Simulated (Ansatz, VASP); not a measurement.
# Al: VASP beside Ansatz, part 2 of 3

One calculation is typed for both programs; each brings its own data sets. How far apart do they land? The cell is taken from a series of runs on this material, whose earlier steps may have relaxed, scaled, displaced or heated it; both programs get it as it stands.

VASP 6.6.1 and Ansatz 0.2.0.

So far: Set-up; Ansatz: zone-centre phonons, LDA.

## Step 3: VASP: zone-centre phonons, LDA

Level of this step: LDA; plane waves and PAW (Al) (VASP).

The same cell, functional (in two slightly different forms), mesh and smearing now go to VASP, with its own data sets.

Lines of VASP's logs that name or quote its potential files are left out, and so is its time.

INCAR reads:

```
SYSTEM = Al
PREC = Accurate
ENCUT = 500
EDIFF = 1E-08
NELM = 120
ISMEAR = 1
SIGMA = 0.15
LREAL = .FALSE.
ALGO = Normal
GGA = PW92
NBANDS = 13
LORBIT = 11
LWAVE = .FALSE.
LCHARG = .FALSE.
ISIF = 2
IBRION = 8
LASPH = .TRUE.
GGA_COMPAT = .FALSE.
NELMDL = -8
KPAR = 2
```

POSCAR reads:

```
Al
1.0
    2.7659423349      0.0000027950      0.0000000000
   -1.3829735880      2.3953749299      0.0000000000
    0.0000000000      0.0000000000     42.4600031270
Al
5
Direct
    0.9999999999      1.0000000000      0.1523886527
    0.3333333333      0.6666666666      0.2077724959
    0.6666666666      0.3333333333      0.2629531130
    0.9999999999      1.0000000000      0.3181337301
    0.3333333333      0.6666666666      0.3735175733
```

KPOINTS reads:

```
Automatic mesh
0
Gamma
12 12 1
0 0 0
```

Potentials, in the order of the species: Al (LDA family, release 64).

The run is started by

```sh
> mpirun -np 2 vasp_std
```

Log:

```text
[banner, memory and clock lines left out]
running    2 mpi-ranks, on    1 nodes
 distrk:  each k-point on    1 cores,    2 groups
 distr:  one band on    1 cores,    1 groups

 POSCAR found type information on POSCAR Al
 POSCAR found :  1 types and       5 ions
|                                                                             |
|               ----> ADVICE to this user running VASP <----                  |
|                                                                             |
|     You enforced a specific xc type in the INCAR file but a different       |
|     [... a line on the potential file left out ...]
|     I HOPE YOU KNOW WHAT YOU ARE DOING!                                     |
|                                                                             |

 LDA part: xc-table for (Slater(with rela. corr.)+PW92), standard interpolation
 POSCAR, INCAR and KPOINTS ok, starting setup
 FFT: planning ... GRIDC
 FFT: planning ... GRID_SOFT
 FFT: planning ... GRID
 WAVECAR not read
 entering main loop
       N       E                     dE             d eps       ncg     rms          rms(c)
DAV:   1     0.534845366050E+02    0.53485E+02   -0.44434E+03   502   0.740E+02
DAV:   2    -0.184635410627E+02   -0.71948E+02   -0.63442E+02   744   0.131E+02
DAV:   3    -0.208295726054E+02   -0.23660E+01   -0.22949E+01   652   0.255E+01
DAV:   4    -0.209190035480E+02   -0.89431E-01   -0.89327E-01   667   0.660E+00
DAV:   5    -0.209259452409E+02   -0.69417E-02   -0.69409E-02   833   0.162E+00
DAV:   6    -0.209260895609E+02   -0.14432E-03   -0.14432E-03   798   0.219E-01
DAV:   7    -0.209260964822E+02   -0.69213E-05   -0.69211E-05   836   0.383E-02
DAV:   8    -0.209260967914E+02   -0.30923E-06   -0.30930E-06   819   0.640E-03    0.354E+00
DAV:   9    -0.205065124208E+02    0.41958E+00   -0.31021E+00   544   0.962E+00    0.239E+00
DAV:  10    -0.202558988827E+02    0.25061E+00   -0.13098E+00   549   0.802E+00    0.143E+00
DAV:  11    -0.201467528267E+02    0.10915E+00   -0.34347E-01   594   0.309E+00    0.343E-01
DAV:  12    -0.201463194970E+02    0.43333E-03   -0.27333E-02   651   0.967E-01    0.282E-01
DAV:  13    -0.201451932491E+02    0.11262E-02   -0.17954E-03   722   0.257E-01    0.212E-01
DAV:  14    -0.201422949738E+02    0.28983E-02   -0.22116E-03   614   0.204E-01    0.469E-02
[...]
DAV:  25    -0.201434644640E+02   -0.28151E-05   -0.97878E-08   506   0.831E-04    0.535E-04
DAV:  26    -0.201434648223E+02   -0.35826E-06   -0.39886E-09   516   0.349E-04    0.104E-04
DAV:  27    -0.201434651229E+02   -0.30066E-06   -0.38977E-09   426   0.258E-04    0.167E-04
DAV:  28    -0.201434651892E+02   -0.66272E-07   -0.66968E-10   421   0.147E-04    0.472E-05
DAV:  29    -0.201434652368E+02   -0.47575E-07   -0.22473E-10   388   0.764E-05    0.182E-05
DAV:  30    -0.201434652577E+02   -0.20940E-07   -0.10757E-11   307   0.517E-05    0.719E-06
DAV:  31    -0.201434652695E+02   -0.11729E-07    0.40325E-11   312   0.269E-05    0.166E-05
DAV:  32    -0.201434652757E+02   -0.62635E-08    0.49651E-11   312   0.236E-05
   1 F= -.20143465E+02 E0= -.20142855E+02  d E =-.183190E-02
 Linear response reoptimize wavefunctions to high precision
DAV:   1    -0.201434652772E+02   -0.15219E-08    0.57411E-11   417   0.145E-05
DAV:   2    -0.201434652772E+02    0.10914E-10    0.64645E-11   352   0.743E-06
 Linear response DOF=           6
 Linear response progress:
  Degree of freedom:   1/  6
       N       E                     dE             d eps       ncg     rms          rms(c)
RMM:   1    -0.278949642031E-02   -0.27895E-02   -0.23709E-03  3206   0.295E-01
RMM:   2    -0.270269437323E-02    0.86802E-04   -0.64757E-05  2993   0.526E-02    0.386E-02
RMM:   3    -0.263299297016E-02    0.69701E-04   -0.96238E-06  3182   0.176E-02    0.229E-02
RMM:   4    -0.259090913362E-02    0.42084E-04   -0.14238E-05  3235   0.181E-02    0.113E-03
RMM:   5    -0.259151071842E-02   -0.60158E-06   -0.46226E-07  3525   0.411E-03    0.184E-03
RMM:   6    -0.259095873903E-02    0.55198E-06   -0.69367E-08  3531   0.103E-03    0.642E-04
RMM:   7    -0.259090957031E-02    0.49169E-07   -0.16258E-08  3356   0.593E-04    0.113E-04
RMM:   8    -0.259084595482E-02    0.63615E-07   -0.62078E-09  3625   0.146E-04    0.655E-05
RMM:   9    -0.259082102675E-02    0.24928E-07    0.33731E-11  3558   0.468E-05    0.441E-05
RMM:  10    -0.259077129423E-02    0.49733E-07    0.25009E-10  3430   0.300E-05    0.598E-06
RMM:  11    -0.259077032248E-02    0.97175E-09   -0.19871E-10  3802   0.716E-06    0.362E-06
 first order change of Fermi-energy   0.86658E-04
 force on displaced ion       1 direction 1 :  -0.469  -0.000   0.000
 Linear response progress:
  Degree of freedom:   2/  6
       N       E                     dE             d eps       ncg     rms          rms(c)
RMM:   1    -0.249936527957E-01   -0.24994E-01    0.22137E-02  1197   0.738E-01
RMM:   2    -0.219804235767E-01    0.30132E-02   -0.11785E-03   801   0.217E-01    0.536E-02
RMM:   3    -0.221973712472E-01   -0.21695E-03   -0.75017E-04   894   0.964E-02    0.461E-02
RMM:   4    -0.220800196028E-01    0.11735E-03   -0.92146E-05   952   0.324E-02    0.380E-02
RMM:   5    -0.218976120996E-01    0.18241E-03   -0.40206E-05   924   0.200E-02    0.125E-02
RMM:   6    -0.219102605039E-01   -0.12648E-04   -0.11049E-05   907   0.103E-02    0.735E-03
RMM:   7    -0.219100970073E-01    0.16350E-06   -0.24236E-06   907   0.515E-03    0.193E-03
RMM:   8    -0.219108872319E-01   -0.79022E-06   -0.25933E-07   917   0.209E-03    0.742E-04
RMM:   9    -0.219115974269E-01   -0.71020E-06   -0.45081E-08   936   0.815E-04    0.421E-04
RMM:  10    -0.219134388744E-01   -0.18414E-05   -0.40961E-08   887   0.590E-04    0.206E-04
RMM:  11    -0.219143378472E-01   -0.89897E-06   -0.19232E-08   917   0.366E-04    0.133E-04
RMM:  12    -0.219156547102E-01   -0.13169E-05   -0.69432E-08   888   0.530E-04    0.725E-05
RMM:  13    -0.219158373264E-01   -0.18262E-06   -0.19858E-08   949   0.255E-04    0.399E-05
RMM:  14    -0.219159541928E-01   -0.11687E-06   -0.73546E-09   922   0.126E-04    0.228E-05
RMM:  15    -0.219159590503E-01   -0.48576E-08   -0.99709E-10   917   0.980E-05    0.131E-05
 first order change of Fermi-energy  -0.56444E+00
 force on displaced ion       1 direction 3 :   0.000   0.000  -2.796
 Linear response progress:
  Degree of freedom:   3/  6
       N       E                     dE             d eps       ncg     rms          rms(c)
RMM:   1    -0.305915097087E-02   -0.30592E-02   -0.26992E-03  3248   0.315E-01
RMM:   2    -0.293957361911E-02    0.11958E-03   -0.43599E-05  3010   0.409E-02    0.318E-02
RMM:   3    -0.290547546413E-02    0.34098E-04   -0.36180E-06  3211   0.111E-02    0.194E-02
RMM:   4    -0.288947802975E-02    0.15997E-04   -0.62083E-06  3223   0.131E-02    0.101E-03
RMM:   5    -0.289075927004E-02   -0.12812E-05   -0.22707E-07  3556   0.282E-03    0.147E-03
RMM:   6    -0.289076651174E-02   -0.72417E-08   -0.40013E-08  3526   0.701E-04    0.522E-04
 first order change of Fermi-energy   0.11746E-04
 force on displaced ion       2 direction 1 :  -1.005   0.000  -0.001
 Linear response progress:
  Degree of freedom:   4/  6
       N       E                     dE             d eps       ncg     rms          rms(c)
RMM:   1    -0.239271722403E-01   -0.23927E-01    0.10287E-01  1073   0.875E-01
RMM:   2    -0.228421770702E-01    0.10850E-02   -0.11040E-03   810   0.219E-01    0.657E-02
RMM:   3    -0.239384616198E-01   -0.10963E-02   -0.16463E-03   965   0.125E-01    0.884E-02
RMM:   4    -0.227881552781E-01    0.11503E-02   -0.23096E-04   955   0.427E-02    0.418E-02
RMM:   5    -0.225489935515E-01    0.23916E-03   -0.12999E-04   932   0.263E-02    0.169E-02
RMM:   6    -0.225605894823E-01   -0.11596E-04   -0.20209E-05   866   0.143E-02    0.744E-03
RMM:   7    -0.225709748483E-01   -0.10385E-04   -0.21654E-06   890   0.606E-03    0.176E-03
RMM:   8    -0.225704559757E-01    0.51887E-06   -0.17873E-07   905   0.215E-03    0.458E-04
RMM:   9    -0.225703057293E-01    0.15025E-06    0.36366E-10   935   0.667E-04    0.243E-04
RMM:  10    -0.225701877100E-01    0.11802E-06    0.36536E-09   906   0.390E-04    0.136E-04
RMM:  11    -0.225702722552E-01   -0.84545E-07   -0.10428E-08   913   0.293E-04    0.974E-05
RMM:  12    -0.225703841691E-01   -0.11191E-06   -0.30414E-08   893   0.337E-04    0.452E-05
RMM:  13    -0.225703265351E-01    0.57634E-07    0.67216E-09   948   0.168E-04    0.233E-05
RMM:  14    -0.225703268123E-01   -0.27718E-09   -0.72757E-09   930   0.877E-05    0.136E-05
 first order change of Fermi-energy  -0.18081E+00
 force on displaced ion       2 direction 3 :   0.000  -0.000  -5.173
 Linear response progress:
  Degree of freedom:   5/  6
       N       E                     dE             d eps       ncg     rms          rms(c)
RMM:   1    -0.308830257501E-02   -0.30883E-02   -0.27442E-03  1878   0.305E-01
RMM:   2    -0.296121192993E-02    0.12709E-03   -0.48122E-05  1746   0.374E-02    0.322E-02
RMM:   3    -0.292687392492E-02    0.34338E-04   -0.35230E-06  1840   0.101E-02    0.196E-02
RMM:   4    -0.291156456810E-02    0.15309E-04   -0.67628E-06  1869   0.131E-02    0.921E-04
RMM:   5    -0.291256670387E-02   -0.10021E-05   -0.18573E-07  2006   0.270E-03    0.489E-04
RMM:   6    -0.291349632583E-02   -0.92962E-06   -0.13851E-08  1984   0.556E-04    0.157E-04
RMM:   7    -0.291363819980E-02   -0.14187E-06   -0.17913E-09  2031   0.190E-04    0.434E-05
RMM:   8    -0.291365064572E-02   -0.12446E-07   -0.18610E-09  2055   0.579E-05    0.227E-05
RMM:   9    -0.291363393072E-02    0.16715E-07    0.29866E-10  2052   0.184E-05    0.456E-06
RMM:  10    -0.291363337298E-02    0.55774E-09   -0.19256E-10  2081   0.567E-06    0.261E-06
 first order change of Fermi-energy  -0.30938E-03
 force on displaced ion       3 direction 1 :  -1.119  -0.000   0.000
 Linear response progress:
  Degree of freedom:   6/  6
       N       E                     dE             d eps       ncg     rms          rms(c)
RMM:   1    -0.232500122559E-01   -0.23250E-01    0.12445E-01  1137   0.876E-01
RMM:   2    -0.228751742764E-01    0.37484E-03   -0.13089E-03   809   0.229E-01    0.630E-02
RMM:   3    -0.229527937213E-01   -0.77619E-04   -0.13760E-03   883   0.119E-01    0.494E-02
RMM:   4    -0.229649796948E-01   -0.12186E-04   -0.14661E-04   953   0.387E-02    0.493E-02
RMM:   5    -0.226093534421E-01    0.35563E-03   -0.47573E-05   934   0.229E-02    0.120E-02
RMM:   6    -0.226337899383E-01   -0.24436E-04   -0.95518E-06   905   0.117E-02    0.363E-03
RMM:   7    -0.226348797513E-01   -0.10898E-05   -0.10575E-06   904   0.462E-03    0.992E-04
RMM:   8    -0.226346779872E-01    0.20176E-06   -0.86884E-08   929   0.134E-03    0.520E-04
RMM:   9    -0.226344744266E-01    0.20356E-06    0.72932E-09   912   0.535E-04    0.243E-04
RMM:  10    -0.226343082137E-01    0.16621E-06   -0.13549E-08   909   0.350E-04    0.113E-04
RMM:  11    -0.226343627525E-01   -0.54539E-07   -0.74993E-09   913   0.172E-04    0.713E-05
RMM:  12    -0.226343960014E-01   -0.33249E-07   -0.10303E-08   876   0.194E-04    0.449E-05
RMM:  13    -0.226343912188E-01    0.47825E-08   -0.12701E-08   922   0.134E-04    0.133E-05
 first order change of Fermi-energy   0.14061E-02
 force on displaced ion       3 direction 3 :  -0.000  -0.000  -4.908
 Linear response finished
```

(Part 2 of 3 ends here.)

[Lines on the potential files, build, host, timing and source positions are cut from VASP's logs without a mark.]

[Logs are printed without paths, hosts, clocks, repeated set-up lines and the standing remarks that a program may print on its own settings, such as how far it seeks lower states.]

[Hosts, paths, dates, database ids (printed as entryN), source tags and the programs' standing remarks are cut or masked in the printed files.]
